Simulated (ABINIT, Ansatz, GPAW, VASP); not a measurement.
**KI (Fm-3m, 2 atoms in the cell) computed with different codes at matched settings**

Self-consistent single point.

```xyz
2
Lattice="0.0000 3.5350 3.5350 3.5350 0.0000 3.5350 3.5350 3.5350 0.0000" Properties=species:S:1:pos:R:3 pbc="T T T"
K      0.0000     0.0000     0.0000
I      3.5350     3.5350     3.5350
```

Shared settings, as Ansatz (a quantum-chemistry and plane-wave program) writes them: kpoints.mp_grid.grid = 4 4 4; scf.occupations.method = fermi_dirac; scf.occupations.width = 0.05 eV. Potentials and cutoffs stand in the table.

| code | model | pressure (GPa) | gap on the mesh (eV) | cutoff |
|---|---|---|---|---|
| GPAW | LDA (Perdew-Wang 92), GPAW PAW datasets LDA (gpaw-data 1.0.1) | -1.33 | 3.611 | 600 eV |
| ABINIT | LDA (PW92), norm-conserving pseudopotentials (PseudoDojo nc-sr-04 LDA standard) | -1.33 | 3.598 | 36 Ha |
| VASP | LDA (PZ), VASP's LDA PAW potentials (set 64) | – | 3.610 | 300 eV |
| Ansatz | LDA (PW92), default PAW files made with PBE | -1.34 | 3.601 | default |

A dash marks a value that a program does not give, or that is left out as unsure.

Gaps are read on the mesh.

On Ansatz's run: spin-orbit coupling is off.

The spread over the programs that give each value: pressure within 0.01 GPa; gap on the mesh within 0.013 eV.

Ansatz's pressure is given at a fixed set of plane waves, as the other plane-wave codes print theirs. The same LDA comes in different parametrisations, which differ slightly.

VASP's run is marked for a possible Pulay error in its stress at this cutoff; no cutoff test was made.

The starting cell has typed, rounded lattice constants, without a prior relaxation at this level.

Left out of this page: CP2K, Elk, FLEUR and SIESTA (not drawn, or without a comparable value).

Keys are those of Ansatz 0.2.
